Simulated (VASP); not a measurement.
## Sr (Strontium): structure and properties in VASP

Wanted: the relaxed cell of Sr (Strontium) and its properties. The steps: full relaxation (PBE + D3(BJ)), second relaxation, single point with fields (PBE + D3(BJ)), bands along the symmetry lines (PBE + D3(BJ)), density of states (PBE + D3(BJ)), volume scan with PBE + D3(BJ), fit for PBE + D3(BJ) and optical spectrum (PBE + D3(BJ)). The start is a cell from a database of measured crystal structures.

Main program and level: VASP 6.6.1; PBE with D3(BJ); plane waves and PAW (Sr_sv).

Most raw output is cut from this account.

## Step 1: Starting point

Before any relaxation, the start is as follows. The structure is cubic, space group Fm-3m (No. 225). Conventional cell: a = 6.085 Å, b = 6.085 Å, c = 6.085 Å, α = 90.00°, β = 90.00°, γ = 90.00°. Sr has 12 Sr at 4.30 Å nearest.

Coordinates:

```cif
data_structure
_symmetry_space_group_name_H-M 'Fm-3m'
_symmetry_Int_Tables_number 225
_cell_length_a 6.0847
_cell_length_b 6.0847
_cell_length_c 6.0847
_cell_angle_alpha 90.000
_cell_angle_beta 90.000
_cell_angle_gamma 90.000
_cell_volume 225.28
loop_
_atom_site_label
_atom_site_type_symbol
_atom_site_symmetry_multiplicity
_atom_site_Wyckoff_symbol
_atom_site_fract_x
_atom_site_fract_y
_atom_site_fract_z
_atom_site_occupancy
Sr1 Sr 4 a 0.00000 0.00000 0.00000 1
```

## Step 2: Full relaxation (PBE + D3(BJ))

The start need not lie at this functional's minimum. ISIF = 3 frees volume, shape and positions, and EDIFFG sets the threshold on forces and stress at which the search stops. PBE, the usual starting point, adds the gradient of the density. A dispersion term adds the long-range attraction that semilocal functionals lack. D3 with Becke-Johnson damping keeps a finite attraction at short range.

INCAR reads:

```
SYSTEM = Sr
PREC = Accurate
ENCUT = 400
EDIFF = 1E-06
NELM = 100
ISMEAR = 1
SIGMA = 0.2
LREAL = .FALSE.
ALGO = Normal
GGA = PE
IVDW = 12
NBANDS = 11
LORBIT = 11
LWAVE = .FALSE.
LCHARG = .FALSE.
KPAR = 2
IBRION = 2
NSW = 60
ISIF = 3
EDIFFG = -0.01
```

POSCAR reads:

```
Sr
1.0
    0.0000000000      3.0423500000      3.0423500000
    3.0423500000      0.0000000000      3.0423500000
    3.0423500000      3.0423500000      0.0000000000
Sr
1
Direct
    0.0000000000      0.0000000000      0.0000000000
```

KPOINTS reads:

```
Automatic mesh
0
Gamma
8 8 8
0 0 0
```

Potentials, in the order of the species: Sr_sv (PBE family, release 64).

Launch:

```bash
$ mpirun -np 2 vasp_std
```

Run time: 38 s. Hardware: 2 MPI ranks of AMD EPYC 7R43, shared host; peak memory 0.29 GiB; 73 s of CPU time.

The k-mesh is coarse for a metal. Dispersion corrections of this kind ignore metallic screening and tend to overbind metals. The run keeps the 48 symmetry operations of its start, so it cannot find a distortion of lower symmetry.

The steps of the relaxation:

| step | energy less that of the first step (eV) | largest force (eV/Å) | pressure (GPa) | volume (Å³) |
| --- | --- | --- | --- | --- |
| 1 | 0.0000 | 0.0000 | -0.87 | 56.32 |
| 2 | -0.0100 | 0.0000 | -0.42 | 53.86 |
| 3 | -0.0125 | 0.0000 | -0.04 | 52.12 |
| 4 | -0.0125 | 0.0000 | 0.01 | 51.95 |

| conventional cell, symmetrised | before | after | change |
| --- | --- | --- | --- |
| a (Å) | 6.085 | 5.923 | -2.7 % |
| b (Å) | 6.085 | 5.923 | -2.7 % |
| c (Å) | 6.085 | 5.923 | -2.7 % |
| volume (Å³/atom) | 56.32 | 51.95 | -7.7 % |

The relaxed structure:

```
Sr
1.0
     0.00000    2.96163    2.96163
     2.96163    0.00000    2.96163
     2.96163    2.96163    0.00000
Sr
1
Direct
  0.00000 0.00000 0.00000
```

This step gave:

```
electrons                       : 10
bands                           : 11
irreducible k-points            : 29
symmetry operations             : 48
free energy (TOTEN)             : -1.842 eV
energy at zero smearing         : -1.844 eV
Fermi energy                    : 1.776 eV
pressure                        : 0.005397 GPa
metallic                        : yes
SCF cycles over all ionic steps : 38
```

It ends with forces that vanish by symmetry and a pressure of 0.01 GPa. The volume lies -7.7 % from that of the database's start, which holds the thermal and zero-point expansion of its experiment.

## Step 3: Second relaxation

The basis stayed that of the start cell while the cell moved. A rerun from the cell reached resets it; the error of the finite cutoff stays.

INCAR is that of step 2.

POSCAR reads:

```
Sr
1.0
    0.0000000000      2.9616345354      2.9616345354
    2.9616345354      0.0000000000      2.9616345354
    2.9616345354      2.9616345354      0.0000000000
Sr
1
Direct
    0.0000000000      0.0000000000      0.0000000000
```

KPOINTS is that of step 2.

Launch:

```bash
$ mpirun -np 2 vasp_std
```

Wall time 10 s (2 MPI ranks); peak memory 0.27 GiB; 20 s of CPU time.

Little changed from the start: no atom moved by 0.005 Å and no cell edge by 0.1 %.

Numbers from this step:

* pressure: 0.009252 GPa
* SCF cycles over all ionic steps: 11

It ends with forces that vanish by symmetry and a pressure of 0.01 GPa. The volume moved by under 0.01 %: the run met its threshold at the first step.

## Step 4: Single point with fields (PBE + D3(BJ))

A single point on the relaxed cell gives a clean self-consistent state, with density, ELF and potential written out.

Changes to INCAR since step 3:

```diff
@@ -14,7 +14,5 @@
 LWAVE = .FALSE.
-LCHARG = .FALSE.
-KPAR = 2
-IBRION = 2
-NSW = 60
-ISIF = 3
-EDIFFG = -0.01
+LCHARG = .TRUE.
+ISIF = 2
+LELF = .TRUE.
+LVHAR = .TRUE.
```

POSCAR is that of step 3.

KPOINTS is that of step 3.

Launch:

```bash
$ mpirun -np 2 vasp_std
```

Run time: 12 s. Hardware: 2 MPI ranks; peak memory 0.23 GiB.

Numbers from this step:

```yaml
scf_cycles: 11
bands: 12
pressure: 0.009798 GPa
```

Valence electrons inside each PAW sphere by angular momentum. Sphere charges, by row:

| atom | s (e) | p (e) | d (e) | tot (e) |
| --- | --- | --- | --- | --- |
| Sr1 | 2.067 | 5.706 | 0.144 | 7.917 |

ELF in the ac plane of the conventional cell at fractional y = 0.000, with atoms of Sr within 0.2 Å of it. It is the smooth field of the valence electrons, not physical close to the nuclei.

Ten even steps from '0' (0.09) to '9' (0.80), each cell a mean:
```
8982047887510699
9960046777520389
7510144444420036
1001210000121000
1222100231002221
5652016897301455
7762059999710477
8751179889930478
8751069989820478
7752038999600467
4442003675101444
0012100010012100
3100222112221002
9730145556520168
9971047777620599
8993047887511798
```
Columns run along a (5.9 Å), rows up along c (5.9 Å), edges of the conventional cell, whose origin can differ from the input's. Atoms in or near the plane, at fractional coordinates: Sr at (0.00, 0.00), Sr at (0.50, 0.50).

Electrostatic potential energy in the ac plane of the conventional cell at fractional y = 0.000, with atoms of Sr within 0.2 Å of it. With pseudopotentials it is smooth inside the atoms' cores, unlike the true potential.

Values in eV, 16 rows by 16 columns, each cell a mean:
```
-26 -22 -15  -6  -1   2   3   3   4   3   2   1  -3 -11 -19 -25
-20 -17 -11  -4   0   2   3   3   3   3   2   1  -2  -8 -14 -19
-12  -9  -5  -1   1   2   2   2   2   2   2   1   0  -3  -8 -11
 -4  -3  -1   0   1   1   0  -1  -1   0   0   1   1   0  -2  -3
  1   1   1   1   0  -1  -4  -6  -7  -5  -3   0   1   1   1   1
  2   2   2   1  -1  -5 -11 -15 -15 -13  -8  -3   0   2   2   2
  3   3   2   1  -3  -9 -17 -22 -23 -19 -13  -5   0   2   3   3
  4   3   2   1  -4 -12 -20 -26 -26 -23 -15  -7  -1   2   3   4
  4   3   2   1  -3 -11 -19 -25 -26 -22 -15  -6  -1   2   3   3
  3   3   2   1  -2  -8 -14 -19 -20 -17 -11  -4   0   2   3   3
  2   2   2   1   0  -3  -8 -11 -12  -9  -5  -1   1   2   2   2
 -1   0   0   1   1   0  -2  -3  -4  -3  -1   0   1   1   0  -1
 -7  -5  -3   0   1   1   1   1   1   1   1   1   0  -1  -4  -6
-15 -13  -8  -3   0   2   2   2   2   2   2   1  -1  -5 -11 -15
-23 -19 -13  -5   0   2   3   3   3   3   2   1  -3  -9 -17 -22
-26 -23 -15  -7  -1   2   3   4   4   3   2   1  -4 -12 -20 -26
```
Columns run along a (5.9 Å; values clipped at the 3rd and 97th percentile), rows up along c (5.9 Å), edges of the conventional cell, whose origin can differ from the input's. Atoms in or near the plane, at fractional coordinates: Sr at (0.00, 0.00), Sr at (0.50, 0.50).

Valence density in the ac plane of the conventional cell at fractional y = 0.000, with atoms of Sr within 0.2 Å of it. It is the smooth field of the valence electrons, not physical close to the nuclei.

Ten even steps from '_' (0.0 e/Å³) to '@' (3.5 e/Å³), each cell a mean:
```
@@**::____________________..==%%
++--..______________________::==
..____________________________..
________________________________
________________________________
____________..::--..____________
____________--**##++..__________
__________..++@@@@##--__________
__________..==%%@@**::__________
____________::==++--..__________
______________....______________
________________________________
________________________________
--..________________________..::
##++..______________________--**
@@##--____________________..++@@
```
Columns run along a (5.9 Å), rows up along c (5.9 Å), edges of the conventional cell, whose origin can differ from the input's. Atoms in or near the plane, at fractional coordinates: Sr at (0.00, 0.00), Sr at (0.50, 0.50).

In this run the pressure is 0.01 GPa, small enough to go on.

## Step 5: Bands along the symmetry lines (PBE + D3(BJ))

The mesh alone shows little of the dispersion and can miss band extrema, so KPOINTS_OPT adds a path through the symmetry points after the self-consistent cycle.

INCAR reads:

```
SYSTEM = Sr
PREC = Accurate
ENCUT = 400
EDIFF = 1E-06
NELM = 100
ISMEAR = 1
SIGMA = 0.2
LREAL = .FALSE.
ALGO = Normal
GGA = PE
IVDW = 12
NBANDS = 16
LORBIT = 11
LWAVE = .FALSE.
LCHARG = .FALSE.
KPAR = 2
```

POSCAR is that of step 4.

KPOINTS is that of step 4.

KPOINTS_OPT reads:

```
Line mode
16
Line-mode
Reciprocal
  0.00000000   0.00000000   0.00000000 GAMMA
  0.50000000   0.00000000   0.50000000 X

  0.50000000   0.00000000   0.50000000 X
  0.50000000   0.25000000   0.75000000 W

  0.50000000   0.25000000   0.75000000 W
  0.37500000   0.37500000   0.75000000 K

  0.37500000   0.37500000   0.75000000 K
  0.00000000   0.00000000   0.00000000 GAMMA

  0.00000000   0.00000000   0.00000000 GAMMA
  0.50000000   0.50000000   0.50000000 L

  0.50000000   0.50000000   0.50000000 L
  0.62500000   0.25000000   0.62500000 U

  0.62500000   0.25000000   0.62500000 U
  0.50000000   0.25000000   0.75000000 W

  0.50000000   0.25000000   0.75000000 W
  0.50000000   0.50000000   0.50000000 L

  0.50000000   0.50000000   0.50000000 L
  0.37500000   0.37500000   0.75000000 K

  0.62500000   0.25000000   0.62500000 U
  0.50000000   0.00000000   0.50000000 X
```

Launch:

```bash
$ mpirun -np 2 vasp_std
```

Run time: 56 s. Hardware: 2 MPI ranks; peak memory 0.3 GiB; 1.8 min of CPU time.

This step gave:

| Property | Result |
| --- | --- |
| bands | 16 |
| pressure | 0.008622 GPa |

The electronic bands at the labelled points (eV, zero at the Fermi level; # counts the bands kept):

| point | #1 | #2 | #3 | #4 | #5 |
| --- | --- | --- | --- | --- | --- |
| Γ | -3.73 | 2.41 | 2.41 | 2.41 | 3.97 |
| 0.47 of the way | -2.57 | 1.22 | 2.33 | 3.04 | 3.04 |
| X | -0.70 | 0.30 | 1.19 | 5.09 | 5.41 |
| 0.47 of the way | -0.44 | 0.39 | 1.04 | 3.58 | 5.41 |
| W | 0.03 | 0.67 | 0.67 | 2.39 | 5.41 |
| 0.47 of the way | -0.05 | 0.41 | 0.83 | 2.81 | 4.98 |
| K | -0.13 | 0.23 | 0.93 | 3.56 | 4.14 |
| 0.53 of the way | -2.44 | 1.23 | 2.09 | 3.06 | 3.10 |
| Γ | -3.73 | 2.41 | 2.41 | 2.41 | 3.97 |
| 0.47 of the way | -2.85 | 1.39 | 2.59 | 2.59 | 3.86 |
| L | -1.14 | 0.15 | 2.24 | 2.24 | 5.08 |
| 0.53 of the way | -0.54 | 0.06 | 1.45 | 2.73 | 4.81 |
| U | -0.13 | 0.23 | 0.93 | 3.56 | 4.14 |
| 0.47 of the way | -0.06 | 0.37 | 0.85 | 2.91 | 4.85 |
| W | 0.03 | 0.67 | 0.67 | 2.39 | 5.41 |
| 0.47 of the way | -0.35 | 0.05 | 1.29 | 2.78 | 4.50 |
| L | -1.14 | 0.15 | 2.24 | 2.24 | 5.08 |
| 0.47 of the way | -0.67 | 0.08 | 1.59 | 2.62 | 4.91 |
| K | -0.13 | 0.23 | 0.93 | 3.56 | 4.14 |
| jump to U | -0.13 | 0.23 | 0.93 | 3.56 | 4.14 |
| 0.47 of the way | -0.52 | 0.34 | 1.09 | 4.25 | 4.68 |
| X | -0.70 | 0.30 | 1.19 | 5.09 | 5.41 |

There is no gap at this level.

Of the bands kept, 1 crosses the Fermi level on this path.

## Step 6: Density of states (PBE + D3(BJ))

Here the states are counted by energy and projected on the atoms. The mesh is finer than in the run before.

Changes to INCAR since step 5:

```diff
@@ -5,3 +5,3 @@
 NELM = 100
-ISMEAR = 1
+ISMEAR = -5
 SIGMA = 0.2
@@ -16 +16,2 @@
 KPAR = 2
+NEDOS = 2001
```

POSCAR is that of step 5.

KPOINTS reads:

```
Automatic mesh
0
Gamma
12 12 12
0 0 0
```

Launch:

```bash
$ mpirun -np 2 vasp_std
```

The job ended after 31 s (2 MPI ranks; peak memory 0.3 GiB; 59 s of CPU time).

With tetrahedra the forces and stress of a metal are not exact derivatives of the energy.

This step gave:

* irreducible k-points: 72
* free energy (TOTEN): -1.837 eV
* Fermi energy: 1.808 eV
* pressure: -0.01946 GPa
* DOS at the Fermi level: 0.03041 states/eV/cell

The density of states has structure finer than the step of the table below, so its rows give means over 0.5 eV, whole bins alone (the curve runs from -12.0 to 6.24 eV). Peaks (eV: height): total 0.38: 3.01, 2.88: 3.26, 4.43: 3.27, 5.21: 3.67; Sr d 2.88: 1.31, 4.43: 1.45, 5.21: 2.22, 5.72: 1.07; Sr p 0.12: 0.148, 1.06: 0.140, 2.88: 0.0499, 4.43: 0.0634; Sr s -1.18: 0.0522, 4.43: 0.110, 5.29: 0.0839, 5.72: 0.160.

States under -12.0 eV and over 6.2 eV are left out. Density of states against energy, zero at the Fermi level; means over each step; values in states/eV/cell:

| energy (eV) | total | Sr d | Sr p | Sr s |
| --- | --- | --- | --- | --- |
| -4.5 | 0 | 0 | 0 | 0 |
| -4.0 | 7.7e-4 | 0 | 1.5e-6 | 7.2e-5 |
| -3.5 | 0.104 | 1.7e-5 | 9.7e-4 | 0.00967 |
| -3.0 | 0.224 | 7.7e-4 | 0.00440 | 0.0196 |
| -2.5 | 0.327 | 0.00314 | 0.00947 | 0.0264 |
| -2.0 | 0.445 | 0.00962 | 0.0161 | 0.0324 |
| -1.5 | 0.622 | 0.0281 | 0.0236 | 0.0397 |
| -1.0 | 0.909 | 0.0754 | 0.0315 | 0.0477 |
| -0.5 | 0.995 | 0.123 | 0.0346 | 0.0335 |
| 0.0 | 1.14 | 0.164 | 0.0640 | 0.0106 |
| 0.5 | 2.20 | 0.485 | 0.0844 | 0.00823 |
| 1.0 | 2.28 | 0.513 | 0.109 | 0.00402 |
| 1.5 | 1.34 | 0.423 | 0.0222 | 0.00318 |
| 2.0 | 0.959 | 0.366 | 0.00598 | 0.00155 |
| 2.5 | 1.85 | 0.791 | 0.0116 | 0.00758 |
| 3.0 | 2.11 | 0.854 | 0.0357 | 0.0193 |
| 3.5 | 1.28 | 0.582 | 0.0232 | 0.00593 |
| 4.0 | 1.40 | 0.701 | 0.0243 | 0.00702 |
| 4.5 | 2.33 | 1.12 | 0.0432 | 0.0592 |
| 5.0 | 2.66 | 1.58 | 0.0256 | 0.0530 |
| 5.5 | 1.43 | 0.758 | 0.0289 | 0.0638 |

The finer mesh and the other smearing move the Fermi level by +0.03 eV from the 8×8×8 run, a small shift, which tests the Fermi level alone.

## Step 7: Volume scan with PBE + D3(BJ)

An equation of state needs energies on both sides of the minimum, all on one mesh and cutoff.

INCAR reads:

```
SYSTEM = Sr
PREC = Accurate
ENCUT = 400
EDIFF = 1E-06
NELM = 100
ISMEAR = 1
SIGMA = 0.2
LREAL = .FALSE.
ALGO = Normal
GGA = PE
IVDW = 12
NBANDS = 11
LORBIT = 11
LWAVE = .FALSE.
LCHARG = .FALSE.
KPAR = 2
ISIF = 2
```

POSCAR reads:

```
Sr
1.0
    0.0000000000      2.9011760500      2.9011760500
    2.9011760500      0.0000000000      2.9011760500
    2.9011760500      2.9011760500      0.0000000000
Sr
1
Direct
    0.0000000000      0.0000000000      0.0000000000
```

KPOINTS reads:

```
Automatic mesh
0
Gamma
8 8 8
0 0 0
```

Launch:

```bash
$ mpirun -np 2 vasp_std
```

It took 10 s on 2 MPI ranks; peak memory 0.27 GiB; 20 s of CPU time.

The gap is read on the k-mesh alone, so it is an upper bound where the band edges lie off the mesh. The gap is under twice the smearing width, so the edge states are partly filled and the run can't tell a small gap from a semimetal. The scan keeps the cell's shape and the fractional positions fixed. Methfessel-Paxton smearing is not meant for a cell with a gap.

This step gave:

- bands: 11
- irreducible k-points: 29
- free energy (TOTEN): -1.833 eV
- energy at zero smearing: -1.836 eV
- Fermi energy: 2.017 eV
- pressure: 0.8769 GPa
- metallic: no
- valence top at k: -0.25, 0.5, 0.25
- conduction bottom at k: -0.375, 0.25, 0.125
- least direct gap at k: -0.375, 0.375, 0
- gap on the k-mesh: 0.1006 eV
- least direct gap on the k-mesh: 0.4018 eV

The pressure here is 0.88 GPa.

## Step 8: Volume scan with PBE + D3(BJ) (run 2)

INCAR is that of step 7.

POSCAR reads:

```
Sr
1.0
    0.0000000000      2.9216075404      2.9216075404
    2.9216075404      0.0000000000      2.9216075404
    2.9216075404      2.9216075404      0.0000000000
Sr
1
Direct
    0.0000000000      0.0000000000      0.0000000000
```

KPOINTS is that of step 7.

Launch:

```bash
$ mpirun -np 2 vasp_std
```

Run time: 10 s. Hardware: 2 MPI ranks; peak memory 0.27 GiB; 19 s of CPU time.

Numbers from this step:

| Item | Value |
| --- | --- |
| free energy (TOTEN) | -1.838 eV |
| energy at zero smearing | -1.840 eV |
| Fermi energy | 1.933 eV |
| pressure | 0.5598 GPa |
| gap on the k-mesh | 0.07230 eV |
| least direct gap on the k-mesh | 0.3877 eV |

The pressure falls from 0.88 to 0.56 GPa.

The run ends at a pressure of 0.56 GPa.

## Step 9: Volume scan with PBE + D3(BJ) (run 3)

INCAR is that of step 8.

POSCAR reads:

```
Sr
1.0
    0.0000000000      2.9417571946      2.9417571946
    2.9417571946      0.0000000000      2.9417571946
    2.9417571946      2.9417571946      0.0000000000
Sr
1
Direct
    0.0000000000      0.0000000000      0.0000000000
```

KPOINTS is that of step 8.

Launch:

```bash
$ mpirun -np 2 vasp_std
```

It took 10 s on 2 MPI ranks; peak memory 0.26 GiB.

The pressure falls from 0.56 to 0.27 GPa.

The run ends at a pressure of 0.27 GPa.

## Step 10: Volume scan with PBE + D3(BJ) (run 4)

INCAR is that of step 9.

POSCAR reads:

```
Sr
1.0
    0.0000000000      2.9616345354      2.9616345354
    2.9616345354      0.0000000000      2.9616345354
    2.9616345354      2.9616345354      0.0000000000
Sr
1
Direct
    0.0000000000      0.0000000000      0.0000000000
```

KPOINTS is that of step 9.

Launch:

```bash
$ mpirun -np 2 vasp_std
```

It took 11 s on 2 MPI ranks; peak memory 0.27 GiB; 20 s of CPU time.

The pressure falls from 0.27 to 0.01 GPa.

The run ends at a pressure of 0.01 GPa.

## Step 11: Volume scan with PBE + D3(BJ) (run 5)

INCAR is that of step 10.

POSCAR reads:

```
Sr
1.0
    0.0000000000      2.9812485808      2.9812485808
    2.9812485808      0.0000000000      2.9812485808
    2.9812485808      2.9812485808      0.0000000000
Sr
1
Direct
    0.0000000000      0.0000000000      0.0000000000
```

KPOINTS is that of step 10.

Launch:

```bash
$ mpirun -np 2 vasp_std
```

Run time: 11 s. Hardware: 2 MPI ranks; peak memory 0.27 GiB.

The pressure falls from 0.01 to -0.23 GPa.

The run ends at a pressure of -0.23 GPa.

## Step 12: Volume scan with PBE + D3(BJ) (run 6)

INCAR is that of step 11.

POSCAR reads:

```
Sr
1.0
    0.0000000000      3.0006078802      3.0006078802
    3.0006078802      0.0000000000      3.0006078802
    3.0006078802      3.0006078802      0.0000000000
Sr
1
Direct
    0.0000000000      0.0000000000      0.0000000000
```

KPOINTS is that of step 11.

Launch:

```bash
$ mpirun -np 2 vasp_std
```

Run time: 10 s. Hardware: 2 MPI ranks; peak memory 0.27 GiB; 19 s of CPU time.

The pressure falls from -0.23 to -0.45 GPa.

The run ends at a pressure of -0.45 GPa.

[end of part 1 of 2]

[Lines on the potential files, build, host, timing and source positions are cut from VASP's logs without a mark.]

[Logs are printed without paths, hosts, clocks, repeated set-up lines and the standing remarks that a program may print on its own settings, such as how far it seeks lower states.]

[Hosts, paths, dates, database ids (printed as entryN), source tags and the programs' standing remarks are cut or masked in the printed files.]

[A measured line is paired with the nearest computed mode of its activity, which favours agreement.]
